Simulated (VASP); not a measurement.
An input for Quantum ESPRESSO's pw.x (written as the equivalent of a VASP run, and not itself run):

```
&CONTROL
  calculation = 'vc-relax'
  pseudo_dir = './pseudo'
  outdir = './out'
  tprnfor = .true.
  tstress = .true.
  nstep = 60
  forc_conv_thr = 0.00078
/
&SYSTEM
  ibrav = 0
  nat = 5
  ntyp = 3
  ecutwfc = 110
  occupations = 'smearing'
  smearing = 'methfessel-paxton'
  degauss = 0.00735
  input_dft = 'pbesol'
/
&ELECTRONS
  conv_thr = 7.3e-08
  electron_maxstep = 100
/
&IONS
/
&CELL
/
ATOMIC_SPECIES
  La 138.905 La.upf
  Si 28.085 Si.upf
  Pt 195.084 Pt.upf
CELL_PARAMETERS angstrom
     4.0883010    0.0000000    0.0000000
    -0.0000000    4.0883010   -0.0000000
     0.0000000   -0.0000000    5.4819039
ATOMIC_POSITIONS crystal
  La   0.5000000  0.5000000  0.6829131
  Si   0.0000000  0.0000000  0.9744508
  Pt   0.5000000  0.0000000  0.1986325
  Pt   1.0000000  0.5000000  0.1986325
  Pt   1.0000000  0.0000000  0.5535810
K_POINTS automatic
  7 7 5 0 0 0
```

**Question.** Translate this input to VASP (INCAR, KPOINTS, POSCAR, choice of POTCAR).

**Answer.** This is not unique; one that fits is 
**KPOINTS**
```
Automatic mesh
0
Gamma
7 7 5
0 0 0
```

**POSCAR**
```
LaSiPt3
1
    4.0883010231     0.0000000000     0.0000000000
   -0.0000000000     4.0883010231    -0.0000000000
    0.0000000000    -0.0000000000     5.4819038930
La Si Pt
1 1 3
Direct
  0.5000000000   0.5000000000   0.6829131426
  0.0000000000   0.0000000000   0.9744508396
  0.5000000000   0.0000000000   0.1986324940
  1.0000000000   0.5000000000   0.1986324940
  1.0000000000   0.0000000000   0.5535810297
```

INCAR:
```
LASPH = .TRUE.
LCHARG = .FALSE.
GGA = PS   ! PBEsol
NSW = 60   ! most ionic steps
ISIF = 3   ! ions, shape and volume
PREC = Accurate
EDIFFG = -0.02   ! ionic stop
NELM = 100   ! most electronic steps
LMAXMIX = 6
ISMEAR = 1   ! Methfessel-Paxton
ENCUT = 400   ! plane-wave cut-off (eV)
LWAVE = .FALSE.
EDIFF = 1E-6   ! SCF stop (eV)
SIGMA = 0.1   ! width (eV)
LREAL = .FALSE.   ! projection in real space or not
SYSTEM = LaSiPt3
IBRION = 2
ALGO = Normal   ! blocked Davidson
```

POTCAR, in this order: La Si Pt (PBE.64 set). Program: vasp_std.

Limits of the translation: the potentials are each code's own (VASP's PAW set, PseudoDojo norm-conserving files in pw.x), so ENCUT and ecutwfc are chosen apart and not converted; conv_thr bounds pw.x's estimated SCF error, while EDIFF bounds the energy change between steps; forc_conv_thr acts on force components and is met together with etot_conv_thr.

The structure comes from a computed database's LaSiPt3 entry (P4mm); how it stands against other phases isn't given here. This run relaxes it. Symmetry was kept, so distortions that lower it aren't found. The start is the result of an earlier pass.
